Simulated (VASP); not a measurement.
Data:

```
CELL_PARAMETERS angstrom
      3.14133     0.00000     0.00000
     -1.57066     2.72047     0.00000
      0.00000     0.00000    25.89115
ATOMIC_POSITIONS crystal
  Mo 0.66667 0.33333 0.37857
  Mo 0.33333 0.66667 0.62143
  S  0.33333 0.66667 0.44123
  S  0.33333 0.66667 0.31591
  S  0.66667 0.33333 0.68409
  S  0.66667 0.33333 0.55877
```

Method: PBEsol GGA, VASP's PBE PAW potentials (set 64) (plane waves; VASP). Settings: PREC = Normal, EDIFF = 1E-5, 400 eV cut-off, 12×12×1 Γ-centred mesh, Gaussian smearing of 0.050 eV, potentials Mo_sv S.

Task: The ions and cell shape at fixed volume are relaxed. Give the cell that the relaxation ends in.

Result: 
```
CELL_PARAMETERS angstrom
      3.14165     0.00000     0.00000
     -1.57083     2.72075     0.00000
      0.00000     0.00000    25.88579
ATOMIC_POSITIONS crystal
  Mo 0.66667 0.33333 0.37849
  Mo 0.33333 0.66667 0.62151
  S  0.33333 0.66667 0.43872
  S  0.33333 0.66667 0.31833
  S  0.66667 0.33333 0.68167
  S  0.66667 0.33333 0.56128
```

Task: How much energy does the relaxation gain?

Result: The energy (σ→0) changes by -24.7 meV/atom, in 7 ionic steps.

| step | E(σ→0) (eV) | max force (eV/Å) | pressure (GPa) | volume (Å³) |
|---|---|---|---|---|
| 1 | -46.7258 | 1.143 | -3.06 | 221.26 |
| 2 | -46.8284 | 0.377 | -0.40 | 221.26 |
| 3 | -46.8556 | 0.173 | -1.28 | 221.26 |
| 4 | -46.8653 | 0.100 | -0.91 | 221.26 |
| 5 | -46.8736 | 0.107 | -0.12 | 221.26 |
| 6 | -46.8725 | 0.209 | -0.13 | 221.26 |
| 7 | -46.8741 | 0.014 | -0.14 | 221.26 |

The cell is a sheet with vacuum, built from MoS2 (2H layered).
